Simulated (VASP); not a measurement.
Method: revPBE GGA, VASP's PBE PAW potentials (set 64) (plane waves; VASP 6.6.1).

The input files of a VASP run:

INCAR:
```
SYSTEM = GaSb
PREC = Accurate
ENCUT = 520
EDIFF = 1E-7
NELM = 100
ALGO = Normal
LREAL = .FALSE.
LASPH = .TRUE.
ISMEAR = -5
GGA = RE
LMAXMIX = 4
LWAVE = .FALSE.
LCHARG = .TRUE.
LORBIT = 11
NEDOS = 601
ISIF = 2
```

### KPOINTS
```
Automatic mesh
0
Gamma
11 11 11
0 0 0
```

**POSCAR**
```
GaSb
1
    0.0000000000     3.1326006979     3.1326006979
    3.1326006979     0.0000000000     3.1326006979
    3.1326006979     3.1326006979     0.0000000000
Ga Sb
1 1
Direct
  0.0000000000   0.0000000000   0.0000000000
  0.2500000000   0.2500000000   0.2500000000
```

POTCAR, in this order: Ga_d Sb (PBE.64 set). Program: vasp_std.

What VASP printed:

### OSZICAR
```
       N       E                     dE             d eps       ncg     rms          rms(c)
DAV:   1     0.763468198936E+02    0.76347E+02   -0.87686E+03  1464   0.165E+03
DAV:   2    -0.123287236538E+01   -0.77580E+02   -0.75797E+02  1566   0.308E+02
DAV:   3    -0.672619385131E+01   -0.54933E+01   -0.54733E+01  1836   0.715E+01
DAV:   4    -0.682449013535E+01   -0.98296E-01   -0.98257E-01  1657   0.106E+01
DAV:   5    -0.682721894070E+01   -0.27288E-02   -0.27288E-02  1862   0.155E+00    0.297E+00
DAV:   6    -0.680491358944E+01    0.22305E-01   -0.65985E-02  2078   0.436E+00    0.180E+00
DAV:   7    -0.680440576420E+01    0.50783E-03   -0.35242E-02  1719   0.183E+00    0.337E-01
DAV:   8    -0.680669483481E+01   -0.22891E-02   -0.54705E-03  1668   0.941E-01    0.644E-02
DAV:   9    -0.680763626646E+01   -0.94143E-03   -0.13568E-03  1611   0.283E-01    0.349E-02
DAV:  10    -0.680776729789E+01   -0.13103E-03   -0.16798E-04  1701   0.797E-02    0.929E-03
DAV:  11    -0.680780274516E+01   -0.35447E-04   -0.77059E-05  1586   0.688E-02    0.374E-03
DAV:  12    -0.680780564293E+01   -0.28978E-05   -0.56060E-06  1666   0.171E-02    0.847E-04
DAV:  13    -0.680780556493E+01    0.78001E-07   -0.12051E-07  1213   0.342E-03
   1 F= -.68078056E+01 E0= -.68078056E+01  d E =0.000000E+00
```

OUTCAR:
```
------------------------ aborting loop because EDIFF is reached ----------------------------------------
  FORCE on cell =-STRESS in cart. coord.  units (eV):
  Direction    XX          YY          ZZ          XY          YZ          ZX
  --------------------------------------------------------------------------------------
  Total        0.0113907      0.0113907      0.0113907     -0.0000000      0.0000000      0.0000000
  in kB        0.2968368      0.2968368      0.2968368     -0.0000000      0.0000000      0.0000000
  external PRESSURE =       0.2968368 kB  Pullay stress =       0.0000000 kB
  volume of cell :       61.48
      direct lattice vectors                 reciprocal lattice vectors
     0.000000000  3.132600698  3.132600698    -0.159611788  0.159611788  0.159611788
     3.132600698  0.000000000  3.132600698     0.159611788 -0.159611788  0.159611788
     3.132600698  3.132600698  0.000000000     0.159611788  0.159611788 -0.159611788
  FREE ENERGIE OF THE ION-ELECTRON SYSTEM (eV)
  ---------------------------------------------------
  free  energy   TOTEN  =        -6.8078055649 eV

  energy  without entropy=       -6.8078055649  energy(sigma->0) =       -6.80780556

 total charge

# of ion       s       p       d       tot
------------------------------------------
    1        0.912   0.705   9.955  11.572
    2        1.132   1.300   0.023   2.456
--------------------------------------------------
tot          2.044   2.005   9.979  14.028
```
(Selected blocks of OUTCAR.)

For a metal the tetrahedron method with Blöchl corrections gives inexact stress and forces.

The compound is GaSb in the zinc blende structure. It was relaxed first, which changed the volume by +8 %.
